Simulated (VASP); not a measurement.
Runs of VASP 6.6.1 on Bi2Se3 (Paraguanajuatite). It takes space group R-3m (No. 166, trigonal). The conventional cell has a = 4.143 Å, b = 4.143 Å, c = 28.636 Å, α = 90.00°, β = 90.00°, γ = 120.00°. Bi (site symmetry 3m) has 6 Se at 2.85 to 3.07 Å as nearest neighbours. Se (site symmetry -3m) is surrounded by 6 Bi at 3.07 Å. Around Se (site symmetry 3m) lie 3 Bi at 2.85 Å. 

```csv
level,potentials or basis,k mesh,cutoff (eV),mesh quality,gap on the mesh (eV),pressure (GPa),relaxed volume (Å³/atom),largest force (eV/Å)
PBEsol,"VASP PAW PBE potentials, release 64 (Bi_d, Se)",8 × 8 × 8,600,not flagged,(b),0.0,(a),0.01
PBE,"VASP PAW PBE potentials, release 64 (Bi, Se)",4 × 4 × 4,300,coarse,0.67,0.0,31.44,0.01
PBE+D3(BJ),"VASP PAW PBE potentials, release 64 (Bi_d, Se)",8 × 8 × 8,600,not flagged,0.15,0.0,28.17,0.01
PBE,"VASP PAW PBE potentials, release 64 (Bi_d, Se)",8 × 8 × 8,600,not flagged,0.63,0.0,31.37,-
```

Alike in all rows: task relaxation of cell and atoms; no spin polarisation; cell relaxed; smearing gaussian 0.03 eV.

Question: Estimate the missing entries.

Answer: (a) 28.16; (b) 0.11.

Caveats: some runs use coarse meshes; spin-orbit coupling is left out, which as a rule narrows the gap of such compounds by several tenths of an eV; the volume moved by +11 % from the deposited cell, more than functionals usually miss (some runs); the PAW data sets were made with another functional, which shifts forces and pressure a little (some runs).

A k mesh can miss the band edges, and the runs leave out spin-orbit coupling on Bi, Se.

Not every run made on this cell is shown here.
